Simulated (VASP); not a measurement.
Set up this calculation in VASP 6.6.1, as the native input.

```
Task                   : relaxation of cell and atoms
Functional             : PBE
Potentials or basis    : VASP PAW PBE potentials, release 64 (Be, Cd, Se)
Cutoff                 : 520 eV
k mesh                 : 4 × 4 × 2
Occupations            : gaussian, width 0.15 eV
Spin                   : no spin polarisation
Further INCAR settings : PREC = Normal; ALGO = Fast; EDIFF = 0.0001; IBRION = 2; EDIFFG = -0.08; NSW = 24; ISIF = 3
```

The structure of Be3CdSe4 lies in POSCAR:

```
Be3CdSe4
1.0
    4.0588582300      0.0000000000      0.0000000000
    0.0000000000      4.0588582300      0.0000000000
    0.0000000000      0.0000000000      9.9580156000
Be Cd Se
3 1 4
Direct
    0.0000000000      0.0000000000      0.5000000000
    0.5000000000      0.5000000000      0.8321352900
    0.5000000000      0.5000000000      0.1678647100
    0.5000000000      0.5000000000      0.5000000000
    0.5000000000      0.5000000000      0.0000000000
    0.0000000000      0.5000000000      0.0000000000
    0.5000000000      0.0000000000      0.0000000000
    0.0000000000      0.0000000000      0.0000000000
```

The cell was built by a generator and needn't be a form met in nature.

The input as run:

INCAR

```
ALGO     = Fast           # electronic algorithm
EDIFF    = 1E-4           # SCF threshold, eV
EDIFFG   = -0.08          # ionic threshold
ENCUT    = 520            # plane-wave cutoff, eV
GGA      = PE             # functional
IBRION   = 2              # ionic algorithm
ISIF     = 3              # what is computed and relaxed
ISMEAR   = 0              # smearing method
KPAR     = 4            
LASPH    = T              # aspherical terms in the spheres
LCHARG   = F              # write CHGCAR
LREAL    = F              # projectors in reciprocal space
LWAVE    = F              # write WAVECAR
NELM     = 60             # most SCF steps
NSW      = 24             # ionic steps
PREC     = Normal         # precision mode
SIGMA    = 0.15           # smearing width, eV
```

KPOINTS

```
k-points
0
Gamma
  4 4 2
```

Potentials or basis: VASP PAW PBE potentials, release 64 (Be, Cd, Se).

Command:

```sh
$ cat potpaw_PBE.64/Be/POTCAR potpaw_PBE.64/Cd/POTCAR potpaw_PBE.64/Se/POTCAR > POTCAR
$ mpirun -np 4 vasp_std > vasp.out
```

It gave:

The relaxed volume is 33.27 Å³/atom and the relaxed cell is a = 5.465 Å, b = 5.465 Å, c = 8.912 Å, α = 90.00°, β = 90.00°, γ = 90.00°. The space group after relaxing (to 0.05 Å) is P4/mmm (No. 123) and the energy gained by relaxing is 3552.5 meV/atom. The ionic steps are 21, the pressure after relaxing is -0.1 GPa and the largest force after relaxing is 0.034 eV/Å.

Caveat: the k mesh is coarse (spacing up to 0.39 Å⁻¹), so the values aren't converged; the volume moved by over 15 % at a fixed basis, so the end points are rough; the relaxation stopped at a loose force limit of 0.08 eV/Å, so its end isn't a converged minimum.

It took 94 s on 4 MPI ranks on Intel(R) Xeon(R) 6975P-C (Granite Rapids) (shared host), peak memory 0.22 GiB a rank.
